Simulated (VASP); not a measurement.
Computed with PBEsol GGA, VASP's PBE PAW potentials (set 64) (plane waves; VASP 6.6.1).

The input files of a VASP run:

File POSCAR:
```
MnGe2
1
    4.5917182578     0.0000000015    -0.0000000000
   -2.2958586263     3.9765448022    -0.0000000000
    0.0000000000     0.0000000000     6.5984526238
Mn Ge
3 6
Direct
  0.5000000000   0.0000000000   0.0000000000
  0.5000000000   0.5000000000   0.3333330000
  0.0000000000   0.5000000000   0.6666670000
  0.1692767905   0.3385535809   0.0000000000
  0.8307232095   0.1692767905   0.3333330000
  0.6614464191   0.8307232095   0.6666670000
  0.8307232095   0.6614464191   0.0000000000
  0.1692767905   0.8307232095   0.3333330000
  0.3385535809   0.1692767905   0.6666670000
```

INCAR:
```
SYSTEM=MnGe2
PREC=Accurate; ENCUT=400; LREAL=F
LASPH=T
EDIFF=1E-6; NELM=100; ALGO=Normal
LMAXMIX=4
ISMEAR=1; SIGMA=0.1
GGA=PS
MAGMOM=4.0 4.0 4.0 0.0 0.0 0.0 0.0 0.0 0.0
ISPIN=2
IBRION=2; NSW=60; ISIF=3
EDIFFG=-0.02
LWAVE=F; LCHARG=F; LORBIT=10
```

### KPOINTS
```
Automatic
0
G
  7 7 4
0 0 0
```

POTCAR, in this order: Mn_pv Ge_d (PBE.64 set). Program: vasp_std.

The moments were started parallel, and other spin orders were not tried in this run.

### Question
What does the run give for the energy per atom (σ→0), cell moment, volume per atom, band gap (on the k-mesh)?

### Answer

```
Item                                                         Value
------------------------  ----------------------------------------
energy per atom (σ→0)                               -6.467 eV/atom
cell moment                                                4.27 μB
band gap (on the k-mesh)  none (metal, semimetal or under 0.01 eV)
volume per atom                                      13.60 Å³/atom
```

**OSZICAR**
```
...
DAV:   3    -0.582174817840E+02    0.16356E-01   -0.64304E-02  8044   0.197E+00    0.930E-01
DAV:   4    -0.582045149920E+02    0.12967E-01   -0.19550E-02  9919   0.118E+00    0.207E-01
DAV:   5    -0.582045807464E+02   -0.65754E-04   -0.45298E-03  9058   0.381E-01    0.108E-01
DAV:   6    -0.582045538043E+02    0.26942E-04   -0.27182E-04  8439   0.103E-01    0.420E-02
DAV:   7    -0.582045542126E+02   -0.40828E-06   -0.32583E-05  9444   0.389E-02    0.177E-02
DAV:   8    -0.582045558385E+02   -0.16258E-05   -0.82676E-06  7577   0.215E-02    0.572E-03
DAV:   9    -0.582045559973E+02   -0.15886E-06   -0.55341E-07  4429   0.536E-03
   5 F= -.58204556E+02 E0= -.58205403E+02  d E =-.292765E-02  mag=     4.2663
```

The structure was generated: MnGe2 was put into the CrSi2 type (P6_222), which need not be its known phase. This run relaxes it. Symmetry was kept, so distortions that lower it aren't found. The start is the result of an earlier pass.
